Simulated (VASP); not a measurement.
Data:

```xyz
17
Lattice="5.8438 0.0000 0.0000 2.9219 5.0609 0.0000 0.0000 0.0000 20.8060" Properties=species:S:1:pos:R:3 pbc="T T T"
Ti     5.8630     1.7296     7.0717
Ti     2.9026     1.7296     7.0717
Ti     7.3047     4.1922     7.0466
Ti     4.3828     4.2028     6.9675
Ti     0.0055     0.0070     9.1284
Ti     2.9164     0.0070     9.1284
Ti     7.3047     2.5453     9.3060
Ti     4.3828     2.5388     9.1712
Ti     5.9180     1.8126    11.6893
Ti     2.8476     1.8126    11.6893
Ti     7.3047     4.2371    11.6655
Ti     4.3828     4.2999    11.4419
Ti     0.0665     0.0402    13.7282
Ti     2.8553     0.0402    13.7282
Ti     7.3047     2.6244    14.0906
Ti     4.3828     2.6795    13.7419
Si     4.3828     4.3012    15.6709
```

These are PBE GGA, VASP's PBE PAW potentials (set 64) (plane waves; VASP) values and carry that method's errors. Settings: PREC = Normal, 400 eV cut-off, 5×5×1 Γ-centred mesh, first-order Methfessel-Paxton smearing of 0.10 eV, potentials Ti Si.

### Question
Predict the energy per atom (σ→0), band gap (on the k-mesh) with the smallest direct gap where there is one.

### Answer

The band gap (on the k-mesh) comes out as none (metal, semimetal or under 0.01 eV) and the energy per atom (σ→0) is -7.232 eV/atom.

The absolute energy has meaning only against runs of the same code, potentials and settings.

The cell is a thin slab with vacuum, built from Ti (hcp): (001) face, Si adsorbed.
